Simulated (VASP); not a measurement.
An input for Quantum ESPRESSO's pw.x (written as the equivalent of a VASP run, and not itself run):

```
&CONTROL
  calculation = 'vc-relax'
  pseudo_dir = './pseudo'
  outdir = './out'
  tprnfor = .true.
  tstress = .true.
  nstep = 40
  forc_conv_thr = 0.00039
/
&SYSTEM
  ibrav = 0
  nat = 2
  ntyp = 2
  ecutwfc = 74
  occupations = 'smearing'
  smearing = 'gaussian'
  degauss = 0.003675
  input_dft = 'pbe'
/
&ELECTRONS
  conv_thr = 7.3e-09
  electron_maxstep = 100
/
&IONS
/
&CELL
  press = 20
/
ATOMIC_SPECIES
  Li 6.940 Li.upf
  Br 79.904 Br.upf
CELL_PARAMETERS angstrom
     0.0000000    2.7521598    2.7521598
     2.7521598   -0.0000000    2.7521598
     2.7521598    2.7521598    0.0000000
ATOMIC_POSITIONS crystal
  Li   1.0000000  1.0000000  1.0000000
  Br   0.5000000  0.5000000  0.5000000
K_POINTS automatic
  8 8 8 0 0 0
```

### Question
Translate this input to VASP (INCAR, KPOINTS, POSCAR, choice of POTCAR).

### Answer
This is not unique; one that fits is 
### POSCAR
```
LiBr
1
    0.0000000000     2.7521598374     2.7521598374
    2.7521598374    -0.0000000000     2.7521598374
    2.7521598374     2.7521598374     0.0000000000
Li Br
1 1
Direct
  1.0000000000   1.0000000000   1.0000000000
  0.5000000000   0.5000000000   0.5000000000
```

### INCAR
```
SYSTEM = LiBr
PREC = Accurate; ENCUT = 600; LREAL = F
LASPH = T
EDIFF = 1E-7; NELM = 100; ALGO = Normal
LMAXMIX = 4
ISMEAR = 0; SIGMA = 0.05
GGA = PE
IBRION = 2; NSW = 40; ISIF = 3
EDIFFG = -0.01; PSTRESS = 20
LWAVE = F; LCHARG = F
```

### KPOINTS
```
Automatic mesh
0
Gamma
8 8 8
0 0 0
```

POTCAR, in this order: Li_sv Br (PBE.64 set). Program: vasp_std.

Limits of the translation: the potentials are each code's own (VASP's PAW set, PseudoDojo norm-conserving files in pw.x), so ENCUT and ecutwfc are chosen apart and not converted; conv_thr bounds pw.x's estimated SCF error, while EDIFF bounds the energy change between steps; forc_conv_thr acts on force components and is met together with etot_conv_thr.

The compound is LiBr in the rock salt structure. This run relaxes it under an external pressure of 2 GPa. Symmetry was kept, so distortions that lower it aren't found.
